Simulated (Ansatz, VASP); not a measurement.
**ScCu in two plane-wave programs**

Aim: how closely do two programs agree when they are given the same cell, functional and k mesh? Of the first pair: The two relaxations start from unlike cells of this crystal (the structure described is Ansatz's start), so only their ends are compared.

Program: Ansatz 0.2.0. Level of theory: plane waves, with VASP 6.6.1 beside it; relaxation of cell and atoms at PBEsol and zone-centre phonons at PBEsol. Results are calculated unless marked as measured.

### Step 1. The structure

Symmetry: Pm-3m, No. 221, cubic system. The conventional cell has a = 3.256 Å, b = 3.256 Å, c = 3.256 Å, α = 90.00°, β = 90.00°, γ = 90.00°. Nearest to Sc lie 8 Cu at 2.82 Å. Nearest to Cu lie 8 Sc at 2.82 Å. Farther neighbours are not listed.

### Step 2. Ansatz: relaxation of cell and atoms, PBEsol

Ansatz runs on its PAW soft_1 files.

The relaxed volume is the usual yardstick between codes: in a stiff, nearly cubic crystal its relative difference is about their pressure difference at one cell divided by the bulk modulus.

input.yaml

```yaml
crystal:
  lattice:
    - [3.256, 0.0, 0.0]
    - [0.0, 3.256, 0.0]
    - [0.0, 0.0, 3.256]
  atoms:
    - { symbol: Sc, position: [0.5, 0.5, 0.5] }
    - { symbol: Cu, position: [0.0, 0.0, 0.0] }
kpoints:
  mp_grid: { grid: [10, 10, 10] }
hamiltonian:
  xc: pbesol
  pseudopotentials: { kind: paw, azcp: { folder: soft_1 }, xc_functional: pbe }
scf:
  occupations: { method: gaussian, width: 0.1 }
output:
  forces: true
  stress: true
  eigenvalues: true
  write_density: true
  write_potential: true
  elf: true
  volumetric_format: npy
relax:
  adjacent_minimum: "off"
  f_tol: 0.005
  max_steps: 80
  cell: { stress_tol: 0.05 }
```

Started as:

```bash
> ansatz run input.yaml --threads 4 --pin off --max-ram 12288MiB --backend cpu --events-out ev --progress --plain --runs-dir out
```

Numbers of over 12 decimals in the logs are rounded to 6 here.

The log of the run:

```text
Engine: ansatz 0.2.0, aarch64-unknown-linux-gnu
Pseudopotentials: kind: paw
Pseudopotential: Sc, paw, valence charge 11, recommended cutoff 420 eV (normal), soft_1/Sc.paw.azcp
Pseudopotential: Cu, paw, valence charge 19, recommended cutoff 420 eV (normal), soft_1/Cu.paw.azcp
Functional definition: PBEsol
  exchange = pbesol_x
  correlation = pbesol_c
Crystal: 2 atoms, lattice volume = 34.519 Å³
Basis set: ecut = 420 eV, 691 PW (Γ), exchange–correlation on 48×48×48 points (8 copies of the dense FFT grid, shifted against one another)
Bands: 19, of which v1, the nominal top of the filled ones, is band 15 counted from 1 (14 counted from 0)
Symmetry: 48 space group operations
Space group: Pm-3m (ITA 221), of the structure as read, at distance tolerance 3.3e-5 Å
k-points: 56 of 1000
Non-local potential: Sc, projectors of the file, l = 0: 3, l = 1: 2, l = 2: 3, l = 3: 1
Non-local potential: Cu, projectors of the file, l = 0: 3, l = 1: 2, l = 2: 3, l = 3: 1
PAW form: soft (Blöchl's): semilocal exchange-correlation on the pseudo side does not see the compensation charge
PAW frozen core: Sc, regenerated for the run's functional, and the local potential with it (the file was generated under x = pbe(κ = 0.804, μ = 0.219515), c = pbe(β = 0.066725))
PAW frozen core: Cu, regenerated for the run's functional, and the local potential with it (the file was generated under x = pbe(κ = 0.804, μ = 0.219515), c = pbe(β = 0.066725))
PAW one-centre angular grid: Sc, 590 points (default); XC on 64 Gauss nodes
PAW one-centre angular grid: Cu, 590 points (default); XC on 64 Gauss nodes
Initial density: superposition of atomic densities (chi_scale 0.1, normalization cell, long waves kept (reshape's long-wave potential 0.00 eV rms))
Initial wavefunctions: pseudopotential atomic-orbital guess
Functional: x = pbesol(κ = 0.804, μ = 0.123457), c = pbesol(β = 0.046)
SCF iter   1: F=—  HF=-8710.496697 eV  |F-HF|=—  |Δ(HF+E_count)|=         —  Δρ=9.68e-1  dr2=2.77e2  ethr=3.10e-3  ⟨swp⟩=3.4  Hψ=3769  notcnv=0
preconditioner: auto → none  [metal: Δε(μ)=0.008 eV  Ē_g=3.173 eV  σ=0.100 eV  W_gap=0.04  n_scr=6 (ndim 8)  ℏωp=23.6 eV  f_vac=0.000  D(μ)=7.29/eV (n_scr^D=146)  sad-step TF]
SCF iter   2: F=—  HF=-8703.233137 eV  |F-HF|=—  |Δ(HF+E_count)|=    7.26e0  Δρ=3.82e-1  dr2=4.97e1  ethr=3.10e-3  ⟨swp⟩=2.8  Hψ=2658  notcnv=0
SCF iter   3: F=—  HF=-8701.537983 eV  |F-HF|=—  |Δ(HF+E_count)|=    1.70e0  Δρ=2.07e-1  dr2=1.27e1  ethr=3.10e-3  ⟨swp⟩=2.7  Hψ=2383  notcnv=0
SCF iter   4: F=—  HF=-8700.979271 eV  |F-HF|=—  |Δ(HF+E_count)|=   5.59e-1  Δρ=8.95e-2  dr2=2.96e0  ethr=3.10e-3  ⟨swp⟩=2.0  Hψ=1663  notcnv=0
SCF iter   5: F=—  HF=-8700.716984 eV  |F-HF|=—  |Δ(HF+E_count)|=   2.62e-1  Δρ=2.95e-2  dr2=2.91e-1  ethr=3.10e-3  ⟨swp⟩=2.0  Hψ=1696  notcnv=0
SCF iter   6: F=—  HF=-8700.680526 eV  |F-HF|=—  |Δ(HF+E_count)|=   3.65e-2  Δρ=1.23e-2  dr2=5.49e-2  ethr=9.71e-4  ⟨swp⟩=2.1  Hψ=1355  notcnv=0
SCF iter   7: F=—  HF=-8700.680264 eV  |F-HF|=—  |Δ(HF+E_count)|=   2.62e-4  Δρ=1.22e-2  dr2=5.18e-2  ethr=1.83e-4  ⟨swp⟩=1.0  Hψ=1218  notcnv=0
SCF iter   8: F=—  HF=-8700.673665 eV  |F-HF|=—  |Δ(HF+E_count)|=   6.60e-3  Δρ=3.69e-3  dr2=4.49e-3  ethr=1.73e-4  ⟨swp⟩=2.0  Hψ=1231  notcnv=0  defer=2
SCF iter   9: F=—  HF=-8700.673215 eV  |F-HF|=—  |Δ(HF+E_count)|=   4.50e-4  Δρ=1.83e-3  dr2=1.13e-3  ethr=1.50e-5  ⟨swp⟩=1.0  Hψ=1279  notcnv=0  defer=2
SCF iter  10: F=—  HF=-8700.673068 eV  |F-HF|=—  |Δ(HF+E_count)|=   1.46e-4  Δρ=4.77e-4  dr2=7.62e-5  ethr=3.76e-6  ⟨swp⟩=1.6  Hψ=1125  notcnv=0  defer=2
SCF iter  11: F=—  HF=-8700.673064 eV  |F-HF|=—  |Δ(HF+E_count)|=   4.14e-6  Δρ=9.49e-6  dr2=2.64e-8  ethr=3.33e-10  ⟨swp⟩=7.2  Hψ=6990  notcnv=0
SCF iter  12: F=-8700.673064 eV  HF=-8700.673064 eV  |F-HF|=9.79e-10  |Δ(HF+E_count)|=   2.75e-9  Δρ=2.12e-6  dr2=1.02e-9  ethr=8.79e-11  ⟨swp⟩=4.4  Hψ=5042  notcnv=0
SCF 1 converged in 12 iterations: F = -8700.673064 eV  dr2 = 1.02e-9
  greatest PAW one-centre occupation: 1.000 electrons in one spin orbital (limit 2), on the Cu atom at site 1 (counted from 0), in its partial waves of l = 0
relax step   1: F+E_penalty+E_count = -8700.67306417 eV  Δ(F+E_penalty+E_count) = +0.000e0 eV  max|allowed force component| = 9.992e-30 eV/Å  Δτ_max = 0.0000 Å  P = -3.785 GPa  Ω = 34.519 Å³  (12 SCF iters, dr2 threshold 1.00e-7 eV, accepted)
[...]
relax step   2: F+E_penalty+E_count = -8700.68336424 eV  Δ(F+E_penalty+E_count) = -1.030e-2 eV  max|allowed force component| = 1.814e-29 eV/Å  Δτ_max = 0.0000 Å  P = +2.814 GPa  Ω = 32.216 Å³  energy of the carried Pulay correction = +4.676e-4 eV  (7 SCF iters, dr2 threshold 2.00e-7 eV, accepted)
[...]
relax step   3: F+E_penalty+E_count = -8700.69070047 eV  Δ(F+E_penalty+E_count) = -7.336e-3 eV  max|allowed force component| = 9.072e-30 eV/Å  Δτ_max = 0.0000 Å  P = -0.180 GPa  Ω = 33.159 Å³  energy of the carried Pulay correction = +2.722e-4 eV  (6 SCF iters, dr2 threshold 2.00e-7 eV, accepted)
[...]
relax step   4: F+E_penalty+E_count = -8700.69074675 eV  Δ(F+E_penalty+E_count) = -4.628e-5 eV  max|allowed force component| = 5.341e-30 eV/Å  Δτ_max = 0.0000 Å  P = -0.008 GPa  Ω = 33.101 Å³  energy of the carried Pulay correction = +2.841e-4 eV  (6 SCF iters, accepted)
[...]
relax step   5: F+E_penalty+E_count = -8700.69046215 eV  Δ(F+E_penalty+E_count) = +2.846e-4 eV  max|allowed force component| = 2.317e-30 eV/Å  Δτ_max = 0.0000 Å  P = -0.007 GPa  Ω = 33.101 Å³  stress off target by 6.84e-3 GPa  SCF on the basis re-selected at this cell (its energy is not comparable with the rows above)  (6 SCF iters)
basis re-selected at this cell: Δ(F+E_penalty+E_count) = +2.846e-4 eV, ΔP = +0.001 GPa vs the last step (what re-selecting the basis moved, of the pressure what is left beyond the Pulay correction that the steps carried, after the strain that the cell walked since its last selection, with what the two solves' SCF thresholds leave and, on support functions, any second-order correction that the steps lacked; it is no m [...]
SCF converged after 6 iterations
Free energy (F): -8700.690462 eV
Harris-Foulkes:  -8700.690462 eV  (|F-HF|=1.82e-12)
Internal energy: -8700.684025 eV  (E = F + TS)
E sigma→0 (E₀):  -8700.687244 eV
Entropy (-TS):   -0.006437 eV (-3.218 meV/atom)
Fermi energy:    12.888263 eV
--- Per-component energies (eV) ---
  E_band       = -570.264273
  E_kinetic    = 471.033885
  E_local      = -6005.539244  (includes V_loc(G=0)·N_el)
  E_nonlocal   = 1031.297442
  E_hartree    = 2519.315902
  E_xc         = -154.337206
  E_vxc        = -194.847336  (∫ρ·V_xc dr)
  E_paw        = -2744.511928  (= ΣΔE_a)
  E_vpaw       = -910.841804  (= ΣTr[D̂ρ^β])
  E_aug_tail   = 0.000974  (compensation charges beyond the density's cutoff)
  E_ewald      = -3818.279078
  E_core_change = 0.335228  (= ΣΔE_core)
  E_smearing   = -0.006437  (= −TS)
  E_closure    = -0.000000  (closes the sum)
  Σ components = -8700.690462   (vs F -8700.690462, Δ=0.00e0)
--- Forces (eV/Å), atoms counted from 1 ---
  atom   1  Sc    -0.00000000    -0.00000000    -0.00000000
  atom   2  Cu     0.00000000    -0.00000000     0.00000000
  max |Σ_I F_I| component: 4.83e-30 eV/Å
--- Stress (GPa, compression-positive) ---
       -0.006839      -0.000000       0.000000
       -0.000000      -0.006839      -0.000000
        0.000000      -0.000000      -0.006839
  P = ⅓ Tr σ = -0.0068 GPa (-0.068 kbar)
--- Band table (eV; the first three rows and the last of 56) ---
  k-point 0: bands = [... 11 lower, 9.8521, 9.8521, 9.8521, 13.4481, 13.4481, 16.2462, 16.2462, 16.2462]
  k-point 1: bands = [... 11 lower, 9.8404, 9.8404, 9.8622, 13.4259, 13.4371, 15.9576, 15.9576, 16.2366]
  k-point 2: bands = [... 11 lower, 9.8105, 9.8105, 9.8887, 13.2623, 13.3644, 15.3774, 15.3774, 16.2113]
  k-point 55: bands = [... 11 lower, 10.2305, 10.2305, 11.3481, 11.3481, 11.3481, 16.1383, 17.0107, 17.0107]
--- Relaxed structure (4 steps of the walk, 4 accepted, 1 SCFs on fresh bases) ---
  F+E_penalty+E_count = -8700.69046215 eV   max|allowed force component| = 2.317e-30 eV/Å   (the final SCF, on the basis selected at the relaxed cell)
  cell:  # Å, volume = 33.1012 Å³
    - [3.210808, 0, 0]
    - [0, 3.210808, 0]
    - [0, 0, 3.210808]
  atoms:
    - { symbol: Sc, position: [0.5, 0.5, 0.5] }
    - { symbol: Cu, position: [0, 0, 0] }
```

### Step 3. VASP: relaxation of cell and atoms, PBEsol

Its own start cell and the same functional, mesh and smearing now go to VASP, with its own data sets.

Lines of VASP's logs that name or quote its potential files are left out, and so is its time.

INCAR

```
SYSTEM = ScCu
PREC = Accurate
ENCUT = 600
EDIFF = 1E-07
NELM = 120
ISMEAR = 0
SIGMA = 0.1
LREAL = .FALSE.
ALGO = Normal
GGA = PS
NBANDS = 17
LASPH = .TRUE.
LORBIT = 11
LWAVE = .FALSE.
LCHARG = .FALSE.
ISIF = 3
IBRION = 2
NSW = 80
EDIFFG = -0.005
GGA_COMPAT = .FALSE.
NELMIN = 4
KPAR = 2
```

POSCAR

```
ScCu
1.0
    3.2152495178      0.0000000000      0.0000000000
    0.0000000000      3.2152495178      0.0000000000
    0.0000000000      0.0000000000      3.2152495178
Sc Cu
1 1
Direct
    0.5000000000      0.5000000000      0.5000000000
    0.0000000000      0.0000000000      0.0000000000
```

KPOINTS

```
Automatic mesh
0
Gamma
10 10 10
0 0 0
```

Potentials, in the order of the species: Sc_sv and Cu (PBE family, release 64).

Started as:

```bash
> mpirun -np 2 vasp_std
```

The log of the run:

```text
[banner, memory and clock lines left out]
running    2 mpi-ranks, on    1 nodes
 distrk:  each k-point on    1 cores,    2 groups
 distr:  one band on    1 cores,    1 groups

 POSCAR found type information on POSCAR ScCu
 POSCAR found :  2 types and       2 ions
|                                                                             |
|               ----> ADVICE to this user running VASP <----                  |
|                                                                             |
|     You enforced a specific xc type in the INCAR file but a different       |
|     [... a line on the potential file left out ...]
|     I HOPE YOU KNOW WHAT YOU ARE DOING!                                     |
|                                                                             |

 LDA part: xc-table for (Slater+PW92), standard interpolation
 POSCAR, INCAR and KPOINTS ok, starting setup
 FFT: planning ... GRIDC
 FFT: planning ... GRID_SOFT
 FFT: planning ... GRID
 WAVECAR not read
 entering main loop
       N       E                     dE             d eps       ncg     rms          rms(c)
DAV:   1     0.221087592112E+03    0.22109E+03   -0.12315E+04  1976   0.199E+03
DAV:   2    -0.426952906739E+01   -0.22536E+03   -0.22041E+03  1912   0.435E+02
DAV:   3    -0.135662074879E+02   -0.92967E+01   -0.91082E+01  2626   0.122E+02
DAV:   4    -0.137065676080E+02   -0.14036E+00   -0.14000E+00  2679   0.142E+01
DAV:   5    -0.137081184721E+02   -0.15509E-02   -0.15504E-02  2768   0.131E+00    0.132E+01
DAV:   6    -0.134371188149E+02    0.27100E+00   -0.28269E+01  1986   0.116E+02    0.832E+00
DAV:   7    -0.114894592018E+02    0.19477E+01   -0.74099E+00  2637   0.532E+01    0.121E+00
DAV:   8    -0.114673680666E+02    0.22091E-01   -0.36119E-01  3172   0.751E+00    0.141E+00
DAV:   9    -0.114507384491E+02    0.16630E-01   -0.25350E-01  2703   0.108E+01    0.728E-01
DAV:  10    -0.114393655499E+02    0.11373E-01   -0.55834E-02  2700   0.509E+00    0.116E-01
DAV:  11    -0.114392008563E+02    0.16469E-03   -0.18432E-03  3100   0.854E-01    0.235E-02
DAV:  12    -0.114392137891E+02   -0.12933E-04   -0.15510E-04  3168   0.237E-01    0.226E-02
DAV:  13    -0.114392058981E+02    0.78910E-05   -0.36324E-05  3036   0.126E-01    0.831E-04
DAV:  14    -0.114392060980E+02   -0.19992E-06   -0.10550E-06  2068   0.976E-03    0.108E-03
DAV:  15    -0.114392060906E+02    0.74415E-08   -0.16816E-08  1052   0.235E-03
   1 F= -.11439206E+02 E0= -.11436108E+02  d E =-.114392E+02
 curvature:   0.00 expect dE= 0.000E+00 dE for cont linesearch  0.000E+00
 trial: gam= 0.00000 g(F)=  0.000E+00 g(S)=  0.116E-04 ort = 0.000E+00 (trialstep = 0.100E+01)
 search vector abs. value=  0.116E-04
 bond charge predicted
       N       E                     dE             d eps       ncg     rms          rms(c)
DAV:   1    -0.114395194708E+02   -0.31337E-03   -0.57854E-03  1945   0.146E+00    0.148E-01
DAV:   2    -0.114395271689E+02   -0.76980E-05   -0.42053E-03  2070   0.142E+00    0.130E-01
DAV:   3    -0.114392136730E+02    0.31350E-03   -0.15784E-03  2291   0.884E-01    0.311E-02
DAV:   4    -0.114392045247E+02    0.91483E-05   -0.38198E-05  2961   0.102E-01    0.140E-02
DAV:   5    -0.114392014003E+02    0.31244E-05   -0.67779E-06  3211   0.512E-02    0.245E-03
DAV:   6    -0.114392013389E+02    0.61325E-07   -0.49468E-07  2376   0.107E-02
   2 F= -.11439201E+02 E0= -.11436103E+02  d E =0.475162E-05
 trial-energy change:    0.000005  1 .order    0.000005   -0.000012    0.000022
 step:   0.3472(harm=  0.3472)  dis= 0.00000  next Energy=   -11.439208 (dE=-0.202E-05)
 bond charge predicted
       N       E                     dE             d eps       ncg     rms          rms(c)
DAV:   1    -0.114393422086E+02   -0.14081E-03   -0.24572E-03  1940   0.951E-01    0.972E-02
DAV:   2    -0.114393479416E+02   -0.57329E-05   -0.18273E-03  2070   0.933E-01    0.850E-02
DAV:   3    -0.114392109420E+02    0.13700E-03   -0.67613E-04  2273   0.579E-01    0.199E-02
DAV:   4    -0.114392075059E+02    0.34361E-05   -0.16023E-05  2933   0.647E-02    0.910E-03
DAV:   5    -0.114392064584E+02    0.10475E-05   -0.29076E-06  3202   0.337E-02    0.165E-03
DAV:   6    -0.114392064431E+02    0.15337E-07   -0.18922E-07  1396   0.722E-03
   3 F= -.11439206E+02 E0= -.11436108E+02  d E =-.352529E-06
 curvature:  -0.17 expect dE=-0.258E-06 dE for cont linesearch -0.258E-06
 trial: gam=-0.22974 g(F)=  0.162E-66 g(S)=  0.149E-05 ort = 0.416E-05 (trialstep = 0.869E+00)
 search vector abs. value=  0.190E-06
 reached required accuracy - stopping structural energy minimisation
```

From OUTCAR (step 3):

```text
ion  position               nearest neighbor table
   1  0.500  0.500  0.500-   2 2.78   2 2.78   2 2.78   2 2.78   2 2.78   2 2.78   2 2.78   2 2.78

  LATTYP: Found a simple cubic cell.
 ALAT       =     3.2152495178

 Subroutine GETGRP returns: Found 48 space group operations
 (whereof 48 operations were pure point group operations)

The static configuration has the point symmetry O_h .

 Found     56 irreducible k-points:

   k-points           NKPTS =     56   k-points in BZ     NKDIM =     56   number of bands    NBANDS=     17

   dimension x,y,z NGX =    28 NGY =   28 NGZ =   28
   dimension x,y,z NGXF=    56 NGYF=   56 NGZF=   56

   ENCUT  =  600.0 eV  44.10 Ry    6.64 a.u.   6.42  6.42  6.42*2*pi/ulx,y,z

   NELECT =      22.0000    total number of electrons

 k-points in reciprocal lattice and weights: Automatic mesh
   0.00000000  0.00000000  0.00000000       0.001
   0.10000000  0.00000000  0.00000000       0.006
   0.20000000  0.00000000  0.00000000       0.006
   0.30000000  0.00000000  0.00000000       0.006
   0.40000000  0.00000000  0.00000000       0.006
   0.50000000  0.00000000  0.00000000       0.003
   0.10000000  0.10000000  0.00000000       0.012
   0.20000000  0.10000000  0.00000000       0.024
   0.30000000  0.10000000  0.00000000       0.024
[...]
0.50000000  0.50000000  0.40000000       0.006
   0.50000000  0.50000000  0.50000000       0.001

 average (electrostatic) potential at core
       1 -45.1767       2 -65.7499

 E-fermi :   5.6741

 k-point     1 :       0.0000    0.0000    0.0000
  band No.  band energies     occupation
    ...
      6       1.7124      2.00000
      7       1.7124      2.00000
      8       2.6134      2.00000
      9       2.6134      2.00000
     10       2.6134      2.00000
     11       6.2130      0.00000
     12       6.2130      0.00000
     13       9.0056      0.00000
     14       9.0056      0.00000
     15       9.0056      0.00000
    ...

 k-point     2 :       0.1000    0.0000    0.0000
  band No.  band energies     occupation
    ...
      6       1.7506      2.00000
      7       1.7599      2.00000
      8       2.6021      2.00000
      9       2.6021      2.00000
     10       2.6233      2.00000
     11       6.1921      0.00000
     12       6.2027      0.00000
     13       8.7227      0.00000
     14       8.7227      0.00000
     15       8.9963      0.00000
    ...

 k-point     3 :       0.2000    0.0000    0.0000
  band No.  band energies     occupation
    ...
      6       1.8538      2.00000
      7       1.8834      2.00000
      8       2.5731      2.00000
      9       2.5731      2.00000
     10       2.6495      2.00000
     11       6.0316      0.00000
     12       6.1342      0.00000
     13       8.1504      0.00000
     14       8.1504      0.00000
     15       8.9717      0.00000
    ...

  Total        0.0045349      0.0045349      0.0045349     -0.0000000      0.0000000     -0.0000000
  in kB        0.2185232      0.2185232      0.2185232     -0.0000000      0.0000000     -0.0000000
  external PRESSURE =       0.2185232 kB  Pullay stress =       0.0000000 kB

  energy-cutoff  :      600.00
  volume of cell :       33.25
      direct lattice vectors                 reciprocal lattice vectors
     3.215590928 -0.000000000 -0.000000000     0.310984831 -0.000000000  0.000000000
     0.000000000  3.215590928  0.000000000     0.000000000  0.310984831  0.000000000
    -0.000000000  0.000000000  3.215590928     0.000000000 -0.000000000  0.310984831

 POSITION                                       TOTAL-FORCE (eV/Angst)
 -----------------------------------------------------------------------------------
      1.60780      1.60780      1.60780         0.000000      0.000000      0.000000
      0.00000      0.00000      0.00000        -0.000000      0.000000      0.000000
 -----------------------------------------------------------------------------------
    total drift:                               -0.000000      0.000000      0.000000

  FREE ENERGIE OF THE ION-ELECTRON SYSTEM (eV)
  ---------------------------------------------------
  free  energy   TOTEN  =       -11.4392064431 eV

  energy  without entropy=      -11.4330102080  energy(sigma->0) =      -11.43610833

 reached required accuracy - stopping structural energy minimisation

 total charge
# of ion       s       p       d       tot
------------------------------------------
    1        2.264   6.159   1.022   9.445
    2        0.551   0.359   9.094  10.004
--------------------------------------------------
tot          2.815   6.518  10.116  19.449

[... 3 further parts left out ...]
```

### Step 4. Side by side

Known differences besides the potentials themselves: the data sets hold 30 valence electrons in Ansatz (on its PAW soft_1 files) and 22 in VASP; the cutoff is 420 eV in Ansatz and 600 eV in VASP; Ansatz makes its cores anew for this functional, VASP keeps those of its PBE data sets; Ansatz adds a Pulay correction to the stress that steers its cell, VASP none. Total energies have different zeros and are not compared.

Both answers:

```
                                         quantity  Ansatz   VASP  difference
                                      volume (Å³)   33.10  33.25     -0.45 %
edge a after relaxation, in the typed setting (Å)   3.211  3.216     -0.15 %
```

[end of part 1 of 2]

[Lines on the potential files, build, host, timing and source positions are cut from VASP's logs without a mark.]

[Logs are printed without paths, hosts, clocks, repeated set-up lines and the standing remarks that a program may print on its own settings, such as how far it seeks lower states.]

[Hosts, paths, dates, database ids (printed as entryN), source tags and the programs' standing remarks are cut or masked in the printed files.]
